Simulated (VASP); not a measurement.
An input for Ansatz (written as the equivalent of a VASP run, and not itself run):

Ansatz 0.2 input:
```yaml
crystal:
  lattice:
    - [0.0000000, 2.8415832, 2.7279199]
    - [2.7279199, 0.0000000, 2.7279199]
    - [2.7279199, 2.8415832, 0.0000000]
  atoms:
    - { symbol: Li, position: [0.2500000, 0.2500000, 0.2500000] }
    - { symbol: Li, position: [0.7500000, 0.7500000, 0.7500000] }
    - { symbol: S, position: [0.0000000, 0.0000000, 0.0000000] }
kpoints:
  mp_grid: { grid: [6, 6, 6] }
hamiltonian:
  xc: r2scan
  pseudopotentials: { kind: paw }
scf:
  occupations: { method: gaussian, width: 0.05 }
  max_iter: 100
relax:
  max_steps: 30
  f_tol: 0.01
output: { forces: true, stress: true, eigenvalues: true }
```

**Question.** Translate this input to VASP (INCAR, KPOINTS, POSCAR, choice of POTCAR).

**Answer.** Several could match; the one computed here: 
File KPOINTS:
```
Automatic mesh
0
Gamma
6 6 6
0 0 0
```

### INCAR
```
EDIFFG  =  -0.01
PREC  =  Accurate
EDIFF  =  1E-7
SIGMA  =  0.05   # width (eV)
IBRION  =  2   # conjugate gradients
ISMEAR  =  0
ENCUT  =  600
LMIXTAU  =  .TRUE.
LWAVE  =  .FALSE.
ISIF  =  2
ALGO  =  Normal   # blocked Davidson
LASPH  =  .TRUE.
LCHARG  =  .FALSE.
NELM  =  100
METAGGA  =  R2SCAN
SYSTEM  =  Li2S
LREAL  =  .FALSE.   # projection in real space or not
NSW  =  30   # most ionic steps
```

POSCAR:
```
Li2S
1
    0.0000000000     2.8415832394     2.7279199098
    2.7279199098     0.0000000000     2.7279199098
    2.7279199098     2.8415832394     0.0000000000
Li S
2 1
Direct
  0.2500000000   0.2500000000   0.2500000000
  0.7500000000   0.7500000000   0.7500000000
  0.0000000000   0.0000000000   0.0000000000
```

POTCAR, in this order: Li_sv S (PBE.64 set). Program: vasp_std.

What does not carry over: each code has its own PAW files, so the cut-off isn't converted (ENCUT is set for VASP's; basis.ecutwfc is left out, and Ansatz then takes the one that its files recommend); Ansatz stops its SCF on the density residual and VASP on the energy change (EDIFF).

The compound is Li2S in the antifluorite structure. This cell was strained or had an atom moved on purpose.
